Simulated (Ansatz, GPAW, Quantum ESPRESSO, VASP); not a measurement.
## PbO (P1, 8 atoms in the cell) computed with different codes at matched settings

Self-consistent single point.

```
PbO
1.0
    5.79079     0.00000     0.00000
    0.00000     5.95512     0.00000
    0.00000     0.00000     5.45170
Pb O
4 4
Direct
  0.48740   0.26743   0.75707
  0.51923   0.71735   0.25782
  0.01842   0.27367   0.24349
  0.96935   0.72986   0.74024
  0.11507   0.37564   0.87730
  0.88907   0.61646   0.35699
  0.38629   0.39548   0.37111
  0.61516   0.62411   0.87410
```

Shared settings, as Ansatz (a program for electronic structure) writes them: kpoints.mp_grid.grid = 3 3 3; scf.occupations.method = fermi_dirac; scf.occupations.width = 0.01 eV. Potentials and cutoffs stand in the table.

```
code                                                                      model  pressure (GPa)  largest force (eV/Å)  gap on the mesh (eV)   cutoff
----------------  -------------------------------------------------------------  --------------  --------------------  --------------------  -------
Quantum ESPRESSO            LDA (PZ), GBRV 1.5 ultrasoft (LDA) pseudopotentials           -6.50                 1.892                 2.201    40 Ry
GPAW              LDA (Perdew-Wang 92), GPAW PAW datasets LDA (gpaw-data 1.0.1)               –                 1.942                 2.186   950 eV
Ansatz                                      LDA (PW92), PAW files made with PBE           -6.55                 1.872                 2.198  default
VASP                               LDA (PZ), VASP's LDA PAW potentials (set 64)           -8.33                 1.829                 2.189   400 eV
```

Size of the force on each atom (eV/Å): Sizes of forces hide their directions.

| code | Pb1 | Pb2 | Pb3 | Pb4 | O5 | O6 | O7 | O8 |
|---|---|---|---|---|---|---|---|---|
| Quantum ESPRESSO | 1.892 | 0.618 | 1.162 | 1.270 | 0.805 | 0.440 | 1.014 | 0.687 |
| GPAW | 1.942 | 0.663 | 1.208 | 1.310 | 0.779 | 0.475 | 0.977 | 0.694 |
| Ansatz | 1.872 | 0.602 | 1.143 | 1.253 | 0.814 | 0.430 | 1.024 | 0.687 |
| VASP | 1.829 | 0.581 | 1.109 | 1.213 | 0.840 | 0.421 | 1.039 | 0.693 |

A dash marks a value that a program does not give, or that is left out as unsure.

Gaps are read on the mesh.

On Ansatz's run: spin-orbit coupling is off.

The spread over the programs that give each value: pressure within 1.83 GPa; largest force within 0.113 eV/Å; gap on the mesh within 0.015 eV.

Ansatz's pressure is given at a fixed set of plane waves, as the other plane-wave codes print theirs; with its correction for the finite basis it is -6.31 GPa (the shift of 0.24 GPa shows how far the cutoff is from converged). The pressure of GPAW is left out: its cutoff lies under the one at which its stress was checked. The same LDA comes in different parametrisations, which differ slightly. In the pressure, VASP (by 1.78) lies more than 1 GPa from the median of the plane-wave programs. In the force vectors, GPAW (by 0.092) lies more than 0.08 eV/Å from the median of the plane-wave programs.

VASP's run is marked for a possible Pulay error in its stress at this cutoff; no cutoff test was made.

The starting cell comes from a database of computed structures (which also holds hypothetical and non-ambient phases and stackings), without a prior relaxation at this level. Its atoms were displaced at random from the sites of space group no. 29.

Left out of this page: CP2K and SIESTA (not drawn, or without a comparable value).

Keys are those of Ansatz 0.2.
